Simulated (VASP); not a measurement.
## ZnGeSb2 with PBE: from relaxation to properties

What structure does ZnGeSb2 take at this level, and what are its properties? The steps: rough relaxation of the start cell, relaxing cell and atoms (PBE), density, ELF and potential (PBE), band structure (PBE), total and projected DOS (PBE), bands along the symmetry lines (TB-mBJ), zone-centre phonons (PBE) and bands along the symmetry lines (PBE), changed input. The cell is invented: it takes the structure of a Materials Project entry for ZnGeP2 (space group 115 there), with some of its atoms replaced by other elements, volume scaled by an estimate. It may not be a known or stable phase.

Method: PBE; plane waves and PAW (Sb, Ge_d, Zn), in the first sound run; inputs show where later runs differ, in VASP 6.6.1.

### 1. Set-up

Before any relaxation, the start is as follows. The structure is tetragonal, space group P-4m2 (No. 115). Conventional cell: a = 4.100 Å, b = 4.100 Å, c = 5.879 Å, α = 90.00°, β = 90.00°, γ = 90.00°. Sb has 2 Zn at 2.51 Å and 2 Ge at 2.54 Å nearest. Nearest to Ge lie 4 Sb at 2.54 Å. Nearest to Zn lie 4 Sb at 2.51 Å. It derives from ZnGeP2. it takes the structure of a Materials Project entry for ZnGeP2 (space group 115 there), with some of its atoms replaced by other elements, volume scaled by an estimate. Farther neighbours are not listed.

### 2. Rough relaxation of the start cell

The start is only an estimate, so a cheap relaxation brings it near a minimum before any careful run. PBE, the usual starting point, adds the gradient of the density.

INCAR reads:

```
SYSTEM = ZnGeSb2
PREC = Normal
ENCUT = 410
EDIFF = 1E-05
NELM = 60
ISMEAR = 0
SIGMA = 0.05
LREAL = .FALSE.
ALGO = Fast
GGA = PE
NBANDS = 24
LORBIT = 11
LWAVE = .FALSE.
LCHARG = .FALSE.
KPAR = 2
IBRION = 2
NSW = 40
ISIF = 3
EDIFFG = -0.04
```

POSCAR reads:

```
ZnGeSb2
1.0
    4.0999260000      0.0000000000      0.0000000000
    0.0000000000      4.0999260000      0.0000000000
    0.0000000000      0.0000000000      5.8787030000
Sb Ge Zn
2 1 1
Direct
    0.0000000000      0.5000000000      0.2462100000
    0.5000000000      0.0000000000      0.7537900000
    0.5000000000      0.5000000000      0.5000000000
    0.0000000000      0.0000000000      0.0000000000
```

KPOINTS reads:

```
Automatic mesh
0
Gamma
4 4 3
0 0 0
```

PAW data sets: Sb, Ge_d and Zn (PBE family, release 64).

Command:

```
$ mpirun -np 2 vasp_std
```

Output:

```text
[banner, memory and clock lines left out]
running    2 mpi-ranks, on    1 nodes
 distrk:  each k-point on    1 cores,    2 groups
 distr:  one band on    1 cores,    1 groups

 POSCAR found type information on POSCAR SbGeZn
 POSCAR found :  3 types and       4 ions
 LDA part: xc-table for (Slater+PW92), standard interpolation
 POSCAR, INCAR and KPOINTS ok, starting setup
 FFT: planning ... GRIDC
 FFT: planning ... GRID_SOFT
 FFT: planning ... GRID
 WAVECAR not read
 entering main loop
       N       E                     dE             d eps       ncg     rms          rms(c)
DAV:   1     0.230879232400E+03    0.23088E+03   -0.15065E+04   656   0.211E+03
DAV:   2     0.169764926003E+02   -0.21390E+03   -0.20920E+03   600   0.520E+02
DAV:   3    -0.122623447191E+02   -0.29239E+02   -0.29051E+02   744   0.132E+02
DAV:   4    -0.133497004483E+02   -0.10874E+01   -0.10872E+01   632   0.274E+01
DAV:   5    -0.133733490405E+02   -0.23649E-01   -0.23648E-01   712   0.447E+00    0.623E+00
RMM:   6    -0.131480479066E+02    0.22530E+00   -0.10367E+00   631   0.781E+00    0.422E+00
RMM:   7    -0.131020598861E+02    0.45988E-01   -0.14190E-01   636   0.346E+00    0.176E+00
RMM:   8    -0.130961514192E+02    0.59085E-02   -0.52721E-02   682   0.140E+00    0.266E-01
RMM:   9    -0.130973416530E+02   -0.11902E-02   -0.81096E-03   711   0.651E-01    0.138E-01
RMM:  10    -0.130975140992E+02   -0.17245E-03   -0.12672E-03   683   0.259E-01    0.363E-02
RMM:  11    -0.130975325329E+02   -0.18434E-04   -0.25801E-04   655   0.115E-01    0.295E-02
RMM:  12    -0.130975388382E+02   -0.63053E-05   -0.50970E-05   505   0.571E-02
   1 F= -.13097539E+02 E0= -.13097377E+02  d E =-.130975E+02
 curvature:   0.00 expect dE= 0.000E+00 dE for cont linesearch  0.000E+00
 trial: gam= 0.00000 g(F)=  0.635E-01 g(S)=  0.222E+01 ort = 0.000E+00 (trialstep = 0.100E+01)
 search vector abs. value=  0.228E+01
 bond charge predicted
       N       E                     dE             d eps       ncg     rms          rms(c)
DAV:   1    -0.350720948543E+02   -0.21975E+02   -0.42319E+02   736   0.442E+02    0.304E+01
RMM:   2    -0.187025334124E+02    0.16370E+02   -0.36021E+01   649   0.672E+01    0.142E+01
RMM:   3    -0.146084876701E+02    0.40940E+01   -0.11727E+01   637   0.408E+01    0.710E+00
RMM:   4    -0.138668518632E+02    0.74164E+00   -0.31461E+00   622   0.149E+01    0.272E+00
RMM:   5    -0.136984039393E+02    0.16845E+00   -0.71996E-01   626   0.759E+00    0.112E+00
RMM:   6    -0.136887286162E+02    0.96753E-02   -0.10784E-01   689   0.256E+00    0.931E-01
RMM:   7    -0.136792343569E+02    0.94943E-02   -0.25593E-02   671   0.120E+00    0.382E-01
RMM:   8    -0.136773841711E+02    0.18502E-02   -0.12213E-02   662   0.775E-01    0.753E-02
RMM:   9    -0.136775867515E+02   -0.20258E-03   -0.21844E-03   659   0.344E-01    0.681E-02
RMM:  10    -0.136776130302E+02   -0.26279E-04   -0.47535E-04   632   0.233E-01    0.178E-02
RMM:  11    -0.136776198650E+02   -0.68348E-05   -0.18118E-04   630   0.112E-01    0.860E-03
RMM:  12    -0.136776221920E+02   -0.23270E-05   -0.40185E-05   486   0.573E-02
   2 F= -.13677622E+02 E0= -.13675579E+02  d E =-.580083E+00
[...]
3 F= -.13789745E+02 E0= -.13787745E+02  d E =-.692207E+00
[...]
4 F= -.13789685E+02 E0= -.13787647E+02  d E =-.692147E+00
[...]
5 F= -.13796116E+02 E0= -.13794373E+02  d E =-.643022E-02
[...]
6 F= -.13805918E+02 E0= -.13804492E+02  d E =-.162323E-01
 curvature:  -1.96 expect dE=-0.202E-02 dE for cont linesearch -0.207E-03
 ZBRENT: extrapolating
 opt :   4.2685  next Energy=   -13.806157 (dE=-0.165E-01)
 bond charge predicted
       N       E                     dE             d eps       ncg     rms          rms(c)
DAV:   1    -0.138103571778E+02   -0.44426E-02   -0.11032E-01   696   0.264E+00    0.463E-01
RMM:   2    -0.138076191779E+02    0.27380E-02   -0.32615E-03   642   0.520E-01    0.278E-01
RMM:   3    -0.138061934568E+02    0.14257E-02   -0.16928E-03   645   0.349E-01    0.415E-02
RMM:   4    -0.138061986077E+02   -0.51509E-05   -0.30721E-04   661   0.157E-01    0.171E-02
RMM:   5    -0.138061988575E+02   -0.24974E-06   -0.45504E-05   525   0.556E-02
   7 F= -.13806199E+02 E0= -.13804773E+02  d E =-.165134E-01
 curvature:  -2.26 expect dE=-0.126E-02 dE for cont linesearch -0.292E-05
 trial: gam=-0.03875 g(F)=  0.827E-07 g(S)=  0.559E-03 ort = 0.102E-03 (trialstep = 0.160E+01)
 search vector abs. value=  0.563E-03
 reached required accuracy - stopping structural energy minimisation
```

Run time: 18 s. Hardware: 2 MPI ranks of Intel Xeon 6975P-C (Granite Rapids), shared host; peak memory 0.27 GiB.

Lines that name or quote the potential files are left out of all logs, and their timing lines are given in words.

OUTCAR, selected parts (step 2):

```text
ion  position               nearest neighbor table
   1  0.000  0.500  0.246-   4 2.51   4 2.51   3 2.54   3 2.54
   2  0.500  0.000  0.754-   4 2.51   4 2.51   3 2.54   3 2.54
   3  0.500  0.500  0.500-   1 2.54   2 2.54   2 2.54   1 2.54
   4  0.000  0.000  0.000-   1 2.51   2 2.51   1 2.51   2 2.51

  LATTYP: Found a simple tetragonal cell.
 ALAT       =     4.0999260000
 C/A-ratio  =     1.4338558794

 Subroutine GETGRP returns: Found  8 space group operations
 (whereof  8 operations were pure point group operations)

The static configuration has the point symmetry D_2d.

 Found     12 irreducible k-points:

   k-points           NKPTS =     12   k-points in BZ     NKDIM =     12   number of bands    NBANDS=     24

   dimension x,y,z NGX =    20 NGY =   20 NGZ =   30
   dimension x,y,z NGXF=    40 NGYF=   40 NGZF=   60

   ENCUT  =  410.0 eV  30.13 Ry    5.49 a.u.   6.77  6.77  9.71*2*pi/ulx,y,z

   NELECT =      36.0000    total number of electrons

 k-points in reciprocal lattice and weights: Automatic mesh
   0.00000000  0.00000000  0.00000000       0.021
   0.25000000  0.00000000  0.00000000       0.083
   0.50000000  0.00000000  0.00000000       0.042
   0.25000000  0.25000000  0.00000000       0.083
   0.50000000  0.25000000  0.00000000       0.083
   0.50000000  0.50000000  0.00000000       0.021
   0.00000000  0.00000000  0.33333333       0.042
   0.25000000  0.00000000  0.33333333       0.167
   0.50000000  0.00000000  0.33333333       0.083
   0.25000000  0.25000000  0.33333333       0.167
   0.50000000  0.25000000  0.33333333       0.167
   0.50000000  0.50000000  0.33333333       0.042

 average (electrostatic) potential at core
       1 -88.5274       2 -88.5274       3 -75.4621       4 -35.4535

 E-fermi :   4.0256

 k-point     1 :       0.0000    0.0000    0.0000
  band No.  band energies     occupation
    ...
     13      -2.7009      2.00000
     14       1.2720      2.00000
     15       1.2720      2.00000
     16       3.2871      2.00000
     17       4.0371      0.74517
     18       4.1888      0.00000
     19       4.1888      0.00000
     20       5.0479      0.00000
     21       5.7347      0.00000
     22       6.6370      0.00000
    ...

 k-point     2 :       0.2500    0.0000    0.0000
  band No.  band energies     occupation
    ...
     14       0.4714      2.00000
     15       1.4359      2.00000
     16       1.5832      2.00000
     17       2.8061      2.00000
     18       3.9046      1.99938
     19       4.5622      0.00000
     20       6.3371      0.00000
     21       6.9794      0.00000
     22       7.0497      0.00000
     23       7.4172      0.00000
    ...

 k-point     3 :       0.5000    0.0000    0.0000
  band No.  band energies     occupation
    ...
     14      -0.0843      2.00000
     15       0.8620      2.00000
     16       1.2947      2.00000
     17       2.0489      2.00000
     18       3.4293      2.00000
     19       4.8481      0.00000
     20       7.0186      0.00000
     21       7.5423      0.00000
     22       7.8173      0.00000
     23       8.7405      0.00000
    ...

  Total       -0.1228171     -0.1228171     -0.1271554      0.0000000     -0.0000000      0.0000000
  in kB       -1.6550456     -1.6550456     -1.7135077      0.0000000     -0.0000000      0.0000000
  external PRESSURE =      -1.6745330 kB  Pullay stress =       0.0000000 kB

  energy-cutoff  :      410.00
  volume of cell :      118.89
      direct lattice vectors                 reciprocal lattice vectors
     4.442483717  0.000000000  0.000000000     0.225099306  0.000000000 -0.000000000
    -0.000000000  4.442483717 -0.000000000    -0.000000000  0.225099306  0.000000000
     0.000000000 -0.000000000  6.024314783    -0.000000000  0.000000000  0.165993982

 POSITION                                       TOTAL-FORCE (eV/Angst)
 -----------------------------------------------------------------------------------
      0.00000      2.22124      1.43805        -0.000000      0.000000     -0.000926
      2.22124     -0.00000      4.58626         0.000000     -0.000000      0.000926
      2.22124      2.22124      3.01216         0.000000     -0.000000      0.000000
      0.00000     -0.00000      6.02431         0.000000      0.000000      0.000000
 -----------------------------------------------------------------------------------
    total drift:                               -0.000000      0.000000      0.000000

  FREE ENERGIE OF THE ION-ELECTRON SYSTEM (eV)
  ---------------------------------------------------
  free  energy   TOTEN  =       -13.8061988575 eV

  energy  without entropy=      -13.8033477853  energy(sigma->0) =      -13.80477332

 reached required accuracy - stopping structural energy minimisation

 total charge
# of ion       s       p       d       tot
------------------------------------------
    1        1.150   1.270   0.027   2.447
    2        1.150   1.270   0.027   2.447
    3        1.174   1.068  10.005  12.247
    4        0.593   0.469   9.722  10.783
--------------------------------------------------
tot          4.066   4.077  19.781  27.924

[... 3 further parts left out ...]
```

CONTCAR:

```
ZnGeSb2
   1.00000000000000
     4.4424837165152367    0.0000000000000000    0.0000000000000000
    -0.0000000000000000    4.4424837165152367   -0.0000000000000000
     0.0000000000000000   -0.0000000000000000    6.0243147828053054
  Sb              Ge              Zn
     2     1     1
Direct
     0.0000000000000000    0.5000000000000000    0.2387076660025126
     0.5000000000000000    0.0000000000000000    0.7612923339974874
     0.5000000000000000    0.5000000000000000    0.5000000000000000
     0.0000000000000000    0.0000000000000000    1.0000000000000000
```

The k-mesh is coarse for a metal. This relaxation is a rough one on cheap settings, only to bring the start near its minimum. After so large a change of volume the plane waves of the start cell no longer fit, so the final stress carries a basis-set error. The run keeps the 8 symmetry operations of its start, so it cannot find a distortion of lower symmetry.

Step by step:

```
step  energy less that of the first step (eV)  largest force (eV/Å)  pressure (GPa)  volume (Å³)
   1                                   0.0000                0.8115           12.68        98.82
   2                                  -0.5801                0.1111           -3.04       129.51
   3                                  -0.6922                0.0741            0.04       118.81
   4                                  -0.6921                0.0646           -0.26       119.24
   5                                  -0.6986                0.0587           -0.13       119.18
   6                                  -0.7084                0.0149           -0.22       118.95
   7                                  -0.7087                0.0009           -0.17       118.89
```

```
conventional cell, symmetrised  before  after   change
                         a (Å)   4.100  4.442   +8.4 %
                         b (Å)   4.100  4.442   +8.4 %
                         c (Å)   5.879  6.024   +2.5 %
              volume (Å³/atom)   24.70  29.72  +20.3 %
```

The atoms that moved most (Å, as changes of fractional coordinates times the final cell):

```
atom     dx     dy      dz  length
 Sb1  0.000  0.000  -0.045   0.045
 Sb2  0.000  0.000   0.045   0.045
```

Final coordinates:

```xyz
4
Lattice="4.4425 0.0000 0.0000 0.0000 4.4425 0.0000 0.0000 0.0000 6.0243" Properties=species:S:1:pos:R:3 pbc="T T T"
Sb    0.0000    2.2212    1.4381
Sb    2.2212    0.0000    4.5863
Ge    2.2212    2.2212    3.0122
Zn    0.0000    0.0000    0.0000
```

This step gave:

| Property | Result |
| --- | --- |
| electrons | 36 |
| bands | 24 |
| irreducible k-points | 12 |
| symmetry operations | 8 |
| free energy (TOTEN) | -13.81 eV |
| energy at zero smearing | -13.80 eV |
| Fermi energy | 4.026 eV |
| pressure | -0.1675 GPa |
| metallic | yes |
| SCF cycles over all ionic steps | 57 |

It ends with a largest force of 0.001 eV/Å and a pressure of -0.17 GPa.

(Part 1 of 6 ends here.)

[Lines on the potential files, build, host, timing and source positions are cut from VASP's logs without a mark.]

[Logs are printed without paths, hosts, clocks, repeated set-up lines and the standing remarks that a program may print on its own settings, such as how far it seeks lower states.]

[Hosts, paths, dates, database ids (printed as entryN), source tags and the programs' standing remarks are cut or masked in the printed files.]

[A measured line is paired with the nearest computed mode of its activity, which favours agreement.]
